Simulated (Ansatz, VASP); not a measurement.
**BeRhS3: VASP beside Ansatz**

```xyz
5
Lattice="4.6184 0.0000 0.0000 0.0000 4.6184 0.0000 0.0000 0.0000 4.6184" Properties=species:S:1:pos:R:3 pbc="T T T"
Be    0.0000    0.0000    0.0000
Rh    2.3092    2.3092    2.3092
S     0.0000    2.3092    2.3092
S     2.3092    0.0000    2.3092
S     2.3092    2.3092    0.0000
```

Change from the starting cell: species swapped into the KCuCl3 type (Pm-3m, No. 221).

Alike in both runs: functional PBE; k mesh 8 × 8 × 8; occupations gaussian, width 0.1 eV; no spin polarisation.

Ansatz relaxed the structure, and its values are those at the end. VASP's run is a single point on that final structure, the one shown.

|  | VASP | Ansatz |
| --- | --- | --- |
| version | VASP 6.6.1 | Ansatz 0.2.0 |
| potentials or method | VASP PAW PBE potentials, release 64 (Be, Rh_pv, S) | scalar-relativistic, plane waves, PAW |
| plane-wave cutoff (eV) | 520 | 420 |
| valence electrons in the cell | 35 | 37 |

```tsv
	VASP	Ansatz	Ansatz less VASP
gap on the k mesh at the Fermi level (eV)	none	none	-
pressure (GPa)	-0.1	0.0	+0.11
```

A gap of «none» marks a metal or a gap that the smearing closes. The two sets of potentials don't hold the same shells in valence.
